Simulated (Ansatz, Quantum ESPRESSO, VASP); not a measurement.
## One structure in several programs: LaAlNi₄ (P1, 6 atoms in the cell)

Self-consistent single point, at a second geometry (lattice scaled by 0.98). First geometry:

```xyz
6
Lattice="2.5753 -4.2244 0.0000 2.5753 4.2244 0.0000 0.0000 0.0000 4.0264" Properties=species:S:1:pos:R:3 pbc="T T T"
La     2.5791     0.0070    -0.0173
Al     0.0051    -0.0126     2.0528
Ni     2.6081     2.8266     0.0200
Ni     2.5657    -2.7645    -0.0170
Ni     1.2945     2.0950     2.0150
Ni     1.2485    -2.1515     1.9861
```

Shared settings, as Ansatz (an electronic-structure program) writes them: kpoints.mp_grid.grid = 4 4 4; scf.occupations.method = gaussian; scf.occupations.width = 0.2 eV. Potentials and cutoffs stand in the table.

```
code                                                             model  ΔF from the first geometry (meV/atom)  pressure (GPa)  largest force (eV/Å)   cutoff
----------------  ----------------------------------------------------  -------------------------------------  --------------  --------------------  -------
Ansatz                         PBEsol, default PAW files made with PBE                                   11.3            6.80                 0.488  default
Quantum ESPRESSO  PBEsol, GBRV 1.5 ultrasoft (PBESOL) pseudopotentials                                   12.4            6.99                 0.491    50 Ry
VASP                        PBEsol, VASP's PBE PAW potentials (set 64)                                   11.8            6.67                 0.491   300 eV
```

Size of the force on each atom (eV/Å): Sizes of forces hide their directions.

```
code                La1    Al2    Ni3    Ni4    Ni5    Ni6
----------------  -----  -----  -----  -----  -----  -----
Ansatz            0.130  0.488  0.371  0.295  0.114  0.386
Quantum ESPRESSO  0.131  0.491  0.367  0.303  0.115  0.388
VASP              0.132  0.491  0.369  0.296  0.113  0.381
```

On Ansatz's run: spin polarisation is off.

The spread over the programs that give each value: ΔF from the first geometry within 1.1 meV/atom; pressure within 0.32 GPa; largest force within 0.003 eV/Å.

Ansatz's pressure is given at a fixed set of plane waves, as the other plane-wave codes print theirs; with its correction for the finite basis it is 6.84 GPa.

The shared mesh is coarse (it stands for a supercell whose shortest vector is 16 Å), so the values are not converged in it.

VASP's run is marked for a possible Pulay error in its stress at this cutoff; no cutoff test was made.

The starting cell comes from a database of computed structures (which also holds hypothetical and non-ambient phases and stackings), without a prior relaxation at this level. Its atoms were displaced at random from the sites of space group no. 65. For this run, on top of that: lattice scaled by 0.98.

Left out of this page: CP2K (unsound by tests on forces, stress, charge or solver warnings); SIESTA (not drawn, or without a comparable value).

Keys are those of Ansatz 0.2.
